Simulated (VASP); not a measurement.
Data:

```xyz
1
Lattice="-1.6983 1.6983 1.6983 1.6983 -1.6983 1.6983 1.6983 1.6983 -1.6983" Properties=species:S:1:pos:R:3 pbc="T T T"
Li     0.0000     0.0000     0.0000
```

Calculation: TPSS meta-GGA, VASP's PBE PAW potentials (set 64) (plane waves; VASP). Numerical set-up: 520 eV cut-off, 17×17×17 Γ-centred mesh, tetrahedra with Blöchl corrections, potentials Li_sv.

Problem. Give the energies of bands 2 to 4 at the high-symmetry points, in eV from the Fermi level.

Solution. 
| band | Γ | H | N | P |
|---|---|---|---|---|
| 2 | -3.67 | 5.69 | 0.21 | 3.42 |
| 3 | 15.07 | 5.69 | 3.39 | 3.42 |
| 4 | 15.07 | 5.69 | 10.70 | 3.42 |

It has no gap at this level: it comes out as a metal or semimetal.

The compound is Li in the bcc structure. It was relaxed first, which changed the volume by -8 %.
